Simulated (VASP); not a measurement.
## Quasiparticle energies of CuI (Marshite) in VASP

Wanted: how far GW moves the Kohn-Sham levels of CuI (Marshite). The cell is of the zinc-blende type, one of the forms listed for this formula. The start is a cell from a database of measured crystal structures.

Main program and level: VASP 6.6.1; PBE; plane waves and PAW (Cu_GW, I_GW), in the first sound run; inputs show where later runs differ.

Report form: the programs' logs are mostly left out.

The database entry behind the starting cell differs from later determinations by our own check (about 0.15 % long (mineral sample)), so it need not match the best structure at ambient conditions.

### Step 1. Set-up

Symmetry: F-43m, No. 216, cubic system. The conventional cell has a = 6.063 Å, b = 6.063 Å, c = 6.063 Å, α = 90.00°, β = 90.00°, γ = 90.00°. Cu has 4 I at 2.63 Å nearest. Nearest to I lie 4 Cu at 2.63 Å. Farther neighbours and most contacts between anions are not listed.

### Step 2. Ground state, k-mesh 4×4×4

The orbitals come from a self-consistent PBE run with a tight EDIFF and a narrow smearing. KPOINTS_OPT adds the bands along a path, which shows whether the mesh holds the band edges.

The input, INCAR:

```
SYSTEM = CuI
PREC = Accurate
ENCUT = 440
EDIFF = 1E-08
NELM = 100
ISMEAR = 0
SIGMA = 0.01
LREAL = .FALSE.
ALGO = Normal
GGA = PE
NBANDS = 15
LASPH = .TRUE.
LORBIT = 11
LWAVE = .TRUE.
LCHARG = .FALSE.
KPAR = 8
```

The input, POSCAR:

```
CuI
1.0
    0.0000000000      3.0315000000      3.0315000000
    3.0315000000      0.0000000000      3.0315000000
    3.0315000000      3.0315000000      0.0000000000
Cu I
1 1
Direct
    0.2500000000      0.2500000000      0.2500000000
    0.0000000000      0.0000000000      0.0000000000
```

The input, KPOINTS:

```
Automatic mesh
0
Gamma
4 4 4
0 0 0
```

The input, KPOINTS_OPT:

```
Line mode
12
Line-mode
Reciprocal
  0.00000000   0.00000000   0.00000000 GAMMA
  0.50000000   0.00000000   0.50000000 X

  0.50000000   0.00000000   0.50000000 X
  0.50000000   0.25000000   0.75000000 W

  0.50000000   0.25000000   0.75000000 W
  0.37500000   0.37500000   0.75000000 K

  0.37500000   0.37500000   0.75000000 K
  0.00000000   0.00000000   0.00000000 GAMMA

  0.00000000   0.00000000   0.00000000 GAMMA
  0.50000000   0.50000000   0.50000000 L

  0.50000000   0.50000000   0.50000000 L
  0.62500000   0.25000000   0.62500000 U

  0.62500000   0.25000000   0.62500000 U
  0.50000000   0.25000000   0.75000000 W

  0.50000000   0.25000000   0.75000000 W
  0.50000000   0.50000000   0.50000000 L

  0.50000000   0.50000000   0.50000000 L
  0.37500000   0.37500000   0.75000000 K

  0.62500000   0.25000000   0.62500000 U
  0.50000000   0.00000000   0.50000000 X
```

The projector-augmented-wave data sets are Cu_GW and I_GW (PBE family, release 64).

Launch:

```
> mpirun -np 8 vasp_std
```

Run time: 12 s. Hardware: 8 MPI ranks of Intel Xeon Platinum 8488C (Sapphire Rapids), shared host; peak memory 1.4 GiB; 76 s of CPU time.

Numbers from this step:

```yaml
free_energy_toten: -5.544 eV
fermi_energy: 4.019 eV
pressure: 0.2882 GPa
least_gap_on_mesh_and_path: 1.109 eV
least_direct_gap_on_mesh_and_path: 1.109 eV
```

The highest empty bands on the path are converged less tightly, to about 0.1 eV. The electronic bands at the labelled points (eV, zero at the valence-band top; v1 is the highest filled band, c1 the lowest empty one):

```csv
point,v4,v3,v2,v1,c1,c2,c3,c4
Γ,-1.85,0.00,0.00,0.00,1.11,4.88,4.88,4.88
0.55 of the way,-1.80,-1.18,-0.98,-0.98,3.16,3.37,7.04,7.08
X,-1.80,-1.77,-1.50,-1.50,2.71,2.90,9.18,9.76
0.45 of the way,-1.87,-1.77,-1.55,-1.36,3.27,3.41,7.97,8.14
W,-1.90,-1.77,-1.60,-1.26,4.49,4.65,6.01,6.39
0.45 of the way,-1.85,-1.74,-1.58,-1.25,3.75,4.64,6.59,6.98
K,-1.83,-1.71,-1.51,-1.25,3.09,4.62,7.55,7.87
0.55 of the way,-1.83,-1.25,-0.95,-0.32,2.94,4.85,5.52,5.65
Γ,-1.85,0.00,0.00,0.00,1.11,4.88,4.88,4.88
0.45 of the way,-1.86,-1.18,-0.32,-0.32,2.22,5.26,5.39,5.39
L,-1.82,-1.78,-0.71,-0.71,2.14,5.42,5.42,7.39
0.45 of the way,-1.84,-1.74,-1.16,-0.90,3.04,4.88,6.12,7.22
U,-1.83,-1.71,-1.51,-1.25,3.09,4.62,7.55,7.87
0.45 of the way,-1.84,-1.73,-1.56,-1.25,3.56,4.64,6.79,7.14
W,-1.90,-1.77,-1.60,-1.26,4.49,4.65,6.01,6.39
0.45 of the way,-1.84,-1.72,-1.36,-1.04,3.62,4.65,6.19,7.55
L,-1.82,-1.78,-0.71,-0.71,2.14,5.42,5.42,7.39
0.45 of the way,-1.84,-1.74,-1.16,-0.90,3.04,4.88,6.12,7.22
K,-1.83,-1.71,-1.51,-1.25,3.09,4.62,7.55,7.87
jump to U,-1.83,-1.71,-1.51,-1.25,3.09,4.62,7.55,7.87
0.45 of the way,-1.80,-1.79,-1.49,-1.42,2.88,3.48,8.33,8.89
X,-1.80,-1.77,-1.50,-1.50,2.71,2.90,9.18,9.76
```

Of the projections kept (Cu, I), the largest for each band there; the rest of the weight can lie on other orbitals:

```csv
point,v4,v3,v2,v1,c1,c2,c3,c4
Γ,Cu 0.99,Cu 0.64,Cu 0.64,Cu 0.64,Cu 0.53,Cu 0.60,Cu 0.60,Cu 0.60
X,Cu 0.98,Cu 1.00,Cu 0.93,Cu 0.93,Cu 0.63,Cu 0.66,I 0.79,I 0.53
W,Cu 0.97,Cu 1.00,Cu 0.99,Cu 0.93,I 0.53,I 0.65,Cu 0.58,I 0.56
K,Cu 1.00,Cu 0.98,Cu 0.97,Cu 0.88,Cu 0.62,I 0.58,I 0.68,I 0.58
Γ,Cu 0.99,Cu 0.64,Cu 0.64,Cu 0.64,Cu 0.53,Cu 0.60,Cu 0.60,Cu 0.60
L,Cu 0.99,Cu 0.99,Cu 0.74,Cu 0.74,Cu 0.62,Cu 0.55,Cu 0.55,I 0.74
```

The cell has a gap of 1.11 eV on mesh and path. Spin-orbit coupling is left out, which can shift or reorder these edges.

### Step 3. Empty bands, k-mesh 4×4×4

The next step needs empty bands that the ground-state run didn't converge, so the Hamiltonian is diagonalised exactly for NBANDS bands, in a single step. LOPTICS writes the k-derivatives of the orbitals (WAVEDER), which give the long-wavelength limit of the screening.

The input, INCAR:

```
SYSTEM = CuI
PREC = Accurate
ENCUT = 440
ISMEAR = 0
SIGMA = 0.01
LREAL = .FALSE.
GGA = PE
NBANDS = 128
LASPH = .TRUE.
ALGO = Exact
NELM = 1
LWAVE = .TRUE.
LCHARG = .FALSE.
LOPTICS = .TRUE.
NEDOS = 1000
CSHIFT = 0.1
```

POSCAR is that of step 2.

KPOINTS is that of step 2.

Launch:

```
> mpirun -np 8 vasp_std
```

Wall time 7.6 s (8 MPI ranks); peak memory 1.2 GiB; 43 s of CPU time.

The gap is read on the k-mesh alone, so it is an upper bound where the band edges lie off the mesh.

A gap read on the k-mesh alone can miss the band edges.

This step gave:

```yaml
gap_on_the_k_mesh: 1.109 eV
least_direct_gap_on_the_k_mesh: 1.109 eV
```

WAVECAR now holds 128 bands for 18 electrons. Its independent-particle dielectric tensor has xx, yy, zz = 10.0, 10.0, 10.0 on this mesh, which isn't tested for convergence in mesh or bands and lacks local fields.

### Step 4. G0W0, k-mesh 4×4×4

This step: G0W0 on PBE; plane waves and PAW (Cu_GW, I_GW) (VASP 6.6.1).

One pass of GW corrects the levels to first order, with G and W from the starting orbitals.

The input, INCAR:

```
SYSTEM = CuI
PREC = Accurate
ENCUT = 440
ISMEAR = 0
SIGMA = 0.01
LREAL = .FALSE.
GGA = PE
NBANDS = 128
LASPH = .TRUE.
ALGO = EVGW0
NELMGW = 1
ENCUTGW = 100
NOMEGA = 48
PRECFOCK = Fast
NBANDSGW = 24
LWAVE = .FALSE.
LCHARG = .FALSE.
```

POSCAR is that of step 3.

KPOINTS is that of step 3.

Launch:

```
> mpirun -np 8 vasp_std
```

Wall time 30 s (8 MPI ranks); peak memory 1.4 GiB.

Numbers from this step:

```yaml
quasiparticle_gap_on_the_mesh: 2.231 eV
smallest_direct_quasiparticle_gap_on_the_mesh: 2.231 eV
gap_of_the_starting_orbitals_on_the_mesh: 1.109 eV
```

GW takes the gap from 1.109 to 2.231 eV. Spin-orbit coupling is left out. The value holds for 128 bands, ENCUTGW = 100 eV and this mesh, and isn't shown to be converged in them.

### Step 5. Ground state, k-mesh 6×6×6

This step: PBE; plane waves and PAW (Cu_GW, I_GW) (VASP 6.6.1).

Many-body steps start from the orbitals of a self-consistent run, here PBE. A small SIGMA keeps every occupation at zero or full.

The input, INCAR:

```
SYSTEM = CuI
PREC = Accurate
ENCUT = 440
EDIFF = 1E-08
NELM = 100
ISMEAR = 0
SIGMA = 0.01
LREAL = .FALSE.
ALGO = Normal
GGA = PE
NBANDS = 15
LASPH = .TRUE.
LORBIT = 11
LWAVE = .TRUE.
LCHARG = .FALSE.
KPAR = 8
```

POSCAR is that of step 4.

The input, KPOINTS:

```
Automatic mesh
0
Gamma
6 6 6
0 0 0
```

Launch:

```
> mpirun -np 8 vasp_std
```

The job ended after 8.2 s (8 MPI ranks; peak memory 1.3 GiB).

The cell has a gap of 1.11 eV on this mesh. Spin-orbit coupling is left out, which can shift or reorder these edges.

### Step 6. Empty bands, k-mesh 6×6×6

The empty bands are made again, for the run that follows.

The input, INCAR:

```
SYSTEM = CuI
PREC = Accurate
ENCUT = 440
ISMEAR = 0
SIGMA = 0.01
LREAL = .FALSE.
GGA = PE
NBANDS = 128
LASPH = .TRUE.
ALGO = Exact
NELM = 1
LWAVE = .TRUE.
LCHARG = .FALSE.
LOPTICS = .TRUE.
NEDOS = 1000
CSHIFT = 0.1
```

POSCAR is that of step 5.

KPOINTS is that of step 5.

Launch:

```
> mpirun -np 8 vasp_std
```

It took 12 s on 8 MPI ranks; peak memory 1.6 GiB.

### Step 7. G0W0, k-mesh 6×6×6

This step: G0W0 on PBE; plane waves and PAW (Cu_GW, I_GW) (VASP 6.6.1).

The mesh goes to 6×6×6.

The input, INCAR:

```
SYSTEM = CuI
PREC = Accurate
ENCUT = 440
ISMEAR = 0
SIGMA = 0.01
LREAL = .FALSE.
GGA = PE
NBANDS = 128
LASPH = .TRUE.
ALGO = EVGW0
NELMGW = 1
ENCUTGW = 100
NOMEGA = 48
PRECFOCK = Fast
NBANDSGW = 24
LWAVE = .FALSE.
LCHARG = .FALSE.
```

POSCAR is that of step 6.

KPOINTS is that of step 6.

Launch:

```
> mpirun -np 8 vasp_std
```

Wall time 2.9 min (8 MPI ranks); peak memory 2.5 GiB.

The gap is now 2.275 eV, +44 meV against the GW run before. Spin-orbit coupling is left out.

### Step 8. Ground state, k-mesh 8×8×8

This step: PBE; plane waves and PAW (Cu_GW, I_GW) (VASP 6.6.1).

The orbitals come from a self-consistent PBE run. A small SIGMA keeps every occupation at zero or full.

The input, INCAR:

```
SYSTEM = CuI
PREC = Accurate
ENCUT = 440
EDIFF = 1E-08
NELM = 100
ISMEAR = 0
SIGMA = 0.01
LREAL = .FALSE.
ALGO = Normal
GGA = PE
NBANDS = 15
LASPH = .TRUE.
LORBIT = 11
LWAVE = .TRUE.
LCHARG = .FALSE.
KPAR = 8
```

POSCAR is that of step 7.

The input, KPOINTS:

```
Automatic mesh
0
Gamma
8 8 8
0 0 0
```

Launch:

```
> mpirun -np 8 vasp_std
```

The job ended after 9.2 s (8 MPI ranks; peak memory 1.5 GiB).

The cell has a gap of 1.11 eV on this mesh. Spin-orbit coupling is left out, which can shift or reorder these edges.

### Step 9. Empty bands, k-mesh 8×8×8

The input, INCAR:

```
SYSTEM = CuI
PREC = Accurate
ENCUT = 440
ISMEAR = 0
SIGMA = 0.01
LREAL = .FALSE.
GGA = PE
NBANDS = 128
LASPH = .TRUE.
ALGO = Exact
NELM = 1
LWAVE = .TRUE.
LCHARG = .FALSE.
LOPTICS = .TRUE.
NEDOS = 1000
CSHIFT = 0.1
```

POSCAR is that of step 8.

KPOINTS is that of step 8.

Launch:

```
> mpirun -np 8 vasp_std
```

Wall time 19 s (8 MPI ranks); peak memory 2 GiB.

### Step 10. G0W0, k-mesh 8×8×8

This step: G0W0 on PBE; plane waves and PAW (Cu_GW, I_GW) (VASP 6.6.1).

The mesh goes to 8×8×8.

The input, INCAR:

```
SYSTEM = CuI
PREC = Accurate
ENCUT = 440
ISMEAR = 0
SIGMA = 0.01
LREAL = .FALSE.
GGA = PE
NBANDS = 128
LASPH = .TRUE.
ALGO = EVGW0
NELMGW = 1
ENCUTGW = 100
NOMEGA = 48
PRECFOCK = Fast
NBANDSGW = 24
LWAVE = .FALSE.
LCHARG = .FALSE.
```

POSCAR is that of step 9.

KPOINTS is that of step 9.

Launch:

```
> mpirun -np 8 vasp_std
```

Run time: 11 min. Hardware: 8 MPI ranks; peak memory 5.1 GiB.

The gap is now 2.272 eV, -3 meV against the GW run before. Spin-orbit coupling is left out.

### Step 11. Summary

This step: GW series: G0W0 on PBE; plane waves and PAW (VASP 6.6.1).

Derived from the runs above.

Cost is wall time times ranks on a shared host, with the step that makes the empty bands. GW runs:

```csv
level,bands,ENCUTGW (eV),NOMEGA,k mesh,starting gap (eV),quasiparticle gap (eV),direct gap (eV),cost (core minutes)
G0W0,128,100,48,4x4x4,1.109,2.231,2.231,5.01
G0W0,128,100,48,6x6x6,1.112,2.275,2.275,24.83
G0W0,128,100,48,8x8x8,1.113,2.272,2.272,94.17
```

### Step 12. What came out

```json
{
  "G0W0 on PBE, 128 bands, ENCUTGW 100 eV, NOMEGA 48, mesh 8×8×8": "1.113 → 2.272 eV",
  "G0W0 on PBE, 128 bands, ENCUTGW 100 eV, NOMEGA 48, mesh 4×4×4": "1.109 → 2.231 eV"
}
```

**Reading.** G0W0 gives a quasiparticle gap of 2.272 eV on the mesh, 1.16 eV over the PBE gap on the same mesh. On mesh and path the starting valence top lies at Γ and the conduction bottom at Γ, so the starting gap is direct. Both points lie on the GW mesh. The steps of the series move the gap by +44, -3 meV; the last costs 3.8 times the one before. The last step lies within a tolerance of 30 meV, picked for this account, and the last two together move the gap by +41 meV. Every mesh holds the starting band edges. Bands and response cutoff weren't varied. In Cu_GW the d shell is in the valence without all the semicore s and p states of the same shell; those stay frozen in the core, and how far that moves the GW gap wasn't tested here. Spin-orbit coupling is left out; with Cu and I in the cell it can split or shift band edges, by an amount that depends on which atoms form them and isn't tested here. Not tabulated here, as repeats of values shown or as unfit to read for their mesh, reference level or band range: eps2 curves (empty bands); eps1 curves and static values (empty bands); gaps (empty bands).

[Lines on the potential files, build, host, timing and source positions are cut from VASP's logs without a mark.]

[Logs are printed without paths, hosts, clocks, repeated set-up lines and the standing remarks that a program may print on its own settings, such as how far it seeks lower states.]

[Hosts, paths, dates, database ids (printed as entryN), source tags and the programs' standing remarks are cut or masked in the printed files.]

[Pressures printed for these runs are not shown converged in the cutoff: they can be off by several GPa and have the wrong sign.]
